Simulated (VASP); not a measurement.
Calculation: revPBE GGA, VASP's PBE PAW potentials (set 64) (plane waves; VASP 6.6.1).

The input files of a VASP run:

**INCAR**
```
! general
SYSTEM   =  Mn atom
PREC     =  Normal
ENCUT    =  520
LREAL    =  .FALSE.
LASPH    =  .TRUE.
ISYM     =  0

! electronic loop
EDIFF    =  1E-6
NELM     =  200
ALGO     =  All
LMAXMIX  =  4

! smearing
ISMEAR   =  0
SIGMA    =  0.01

! functional
GGA      =  RE

! spin
ISPIN    =  2
MAGMOM   =  5
NUPDOWN  =  5

! output
LWAVE    =  .FALSE.
LCHARG   =  .FALSE.
LORBIT   =  10
```

### POSCAR
```
Mn atom
1
   12.0000000000     0.0000000000     0.0000000000
    0.0000000000    12.5000000000     0.0000000000
    0.0000000000     0.0000000000    13.0000000000
Mn
1
Direct
  0.0000000000   0.0000000000   0.0000000000
```

KPOINTS:
```
Regular mesh
0
Gamma
  1 1 1
```

POTCAR, in this order: Mn_pv (PBE.64 set). Program: vasp_gam. Read from the step before: WAVECAR.

Output

**OUTCAR**
```
 ion  position               nearest neighbor table
   1  0.000  0.000  0.000-
 Subroutine IBZKPT returns following result:
 Found      1 irreducible k-points:

 Following reciprocal coordinates:
            Coordinates               Weight
  0.000000  0.000000  0.000000      1.000000
   k-points           NKPTS =      1   k-points in BZ     NKDIM =      1   number of bands    NBANDS=     13
   number of dos      NEDOS =    301   number of ions     NIONS =      1
   total plane-waves  NPLWV = 392000
   dimension x,y,z NGX =    70 NGY =   70 NGZ =   80
   dimension x,y,z NGXF=   140 NGYF=  140 NGZF=  160
   ions per type =               1
   PREC   = normal    normal or accurate (medium, high low for compatibility)
   ISTART =      1    job   : 0-new  1-cont  2-samecut
   ICHARG =      0    charge: 1-file 2-atom 10-const
   ISPIN  =      2    spin polarized calculation?
   LNONCOLLINEAR =      F non collinear calculations
   LSORBIT =      F    spin-orbit coupling
   INIWAV =      1    electr: 0-lowe 1-rand  2-diag
   ENCUT  =  520.0 eV  38.22 Ry    6.18 a.u.  22.31 23.24 24.17*2*pi/ulx,y,z
   NELM   =    200;   NELMIN=  2; NELMDL=  0     # of ELM steps
   EDIFF  = 0.1E-05   stopping-criterion for ELM
   LREAL  =      F    real-space projection
   NLSPLINE    = F    spline interpolate recip. space projectors
   LMAXMIX     =    4 max onsite mixed and CHGCAR
   VOSKOWN=      0    Vosko Wilk Nusair interpolation
   EDIFFG = 0.1E-04   stopping-criterion for IOM
   NSW    =      0    number of steps for IOM
   NBLOCK =      1;   KBLOCK =      1    inner block; outer block
   IBRION =     -1    ionic relax: 0-MD 1-quasi-New 2-CG
   NFREE  =      0    steps in history (QN), initial steepest desc. (CG)
   ISIF   =      2    stress and relaxation
   ISYM   =      0    0-nonsym 1-usesym 2-fastsym
   TEIN   =    0.0    initial temperature
   TEBEG  =    0.0;   TEEND  =   0.0 temperature during run
   SMASS  =  -3.00    Nose mass-parameter (am)
   PSTRESS=    0.0 pullay stress
   NELECT =      13.0000    total number of electrons
   EFERMI =   0.00;   METHOD = LEGACY
   ISMEAR =     0;   SIGMA  =   0.01  broadening in eV -4-tet -1-fermi 0-gaus
   IALGO  =     58    algorithm
   LDIAG  =      T    sub-space diagonalisation (order eigenvalues)
   IMIX   =      4    mixing-type and parameters
     AMIX     =   0.40;   BMIX     =  1.00
     AMIX_MAG =   1.60;   BMIX_MAG =  1.00
     AMIN     =   0.10
   GGA     = RE    functional components
   VOSKOWN =     0    Vosko Wilk Nusair interpolation
   LHFCALC =     F    Hartree Fock is set to
   LHFONE  =     F    Hartree Fock one center treatment
   AEXX    =    0.0000 exact exchange contribution
   IVDW    =     0    specifies the selected vdW correction
   LEPSILON=     F    determine dielectric tensor
   LRPA    =     F    only Hartree local field effects (RPA)
  energy-cutoff  :      520.00
  volume of cell :     1950.00
      direct lattice vectors                 reciprocal lattice vectors
    12.000000000  0.000000000  0.000000000     0.083333333  0.000000000  0.000000000
     0.000000000 12.500000000  0.000000000     0.000000000  0.080000000  0.000000000
     0.000000000  0.000000000 13.000000000     0.000000000  0.000000000  0.076923077
 k-point     1 :   0.0000 0.0000 0.0000  plane waves:   26244
 maximum number of plane-waves:     26244
```

File OSZICAR:
```
       N       E                     dE             d eps       ncg     rms           ort
SDA:   1    -0.525920232344E+01   -0.52592E+01    0.00000E+00    13   0.758E-02   0.000E+00
CGA:   2    -0.526056152756E+01   -0.13592E-02   -0.13585E-02    13   0.578E-02  -0.350E-04
CGA:   3    -0.526136084868E+01   -0.79932E-03   -0.80146E-03    13   0.155E-02   0.374E-04
CGA:   4    -0.526155462979E+01   -0.19378E-03   -0.19510E-03    13   0.369E-03   0.201E-04
CGA:   5    -0.526161912713E+01   -0.64497E-04   -0.64585E-04    13   0.181E-03   0.706E-05
CGA:   6    -0.526165495044E+01   -0.35823E-04   -0.35813E-04    13   0.815E-04   0.106E-05
CGA:   7    -0.526167166039E+01   -0.16710E-04   -0.16756E-04    13   0.401E-04  -0.236E-05
CGA:   8    -0.526168067107E+01   -0.90107E-05   -0.91613E-05    13   0.193E-04  -0.310E-05
CGA:   9    -0.526168471912E+01   -0.40481E-05   -0.41129E-05    13   0.787E-05  -0.164E-05
CGA:  10    -0.526168630267E+01   -0.15835E-05   -0.15817E-05    13   0.275E-05   0.737E-07
CGA:  11    -0.526168684117E+01   -0.53851E-06   -0.54024E-06    13   0.756E-06   0.493E-06
   1 F= -.52616868E+01 E0= -.52616868E+01  d E =-.746883-119  mag=     5.0000
```

### OUTCAR
```
------------------------ aborting loop because EDIFF is reached ----------------------------------------
  FORCE on cell =-STRESS in cart. coord.  units (eV):
  Direction    XX          YY          ZZ          XY          YZ          ZX
  --------------------------------------------------------------------------------------
  Total       -0.0089699     -0.0040607     -0.0079694     -0.0000000      0.0000000     -0.0000000
  in kB       -0.0073699     -0.0033364     -0.0065479     -0.0000000      0.0000000     -0.0000000
  external PRESSURE =      -0.0057514 kB  Pullay stress =       0.0000000 kB
  volume of cell :     1950.00
      direct lattice vectors                 reciprocal lattice vectors
    12.000000000  0.000000000  0.000000000     0.083333333  0.000000000  0.000000000
     0.000000000 12.500000000  0.000000000     0.000000000  0.080000000  0.000000000
     0.000000000  0.000000000 13.000000000     0.000000000  0.000000000  0.076923077
 POSITION                                       TOTAL-FORCE (eV/Angst)
 -----------------------------------------------------------------------------------
      0.00000      0.00000      0.00000         0.000000      0.000000     -0.000000
 -----------------------------------------------------------------------------------
    total drift:                                0.000000      0.000000     -0.000000
  FREE ENERGIE OF THE ION-ELECTRON SYSTEM (eV)
  ---------------------------------------------------
  free  energy   TOTEN  =        -5.2616868412 eV

  energy  without entropy=       -5.2616868412  energy(sigma->0) =       -5.26168684

 total charge

# of ion       s       p       d       tot
------------------------------------------
    1        0.537   5.970   4.646  11.153

 magnetization (x)

# of ion       s       p       d       tot
------------------------------------------
    1        0.058  -0.001   4.646   4.704
```
(Selected blocks of OUTCAR.)

The atom may not be in its lowest state.

The cell is a free atom in a box.
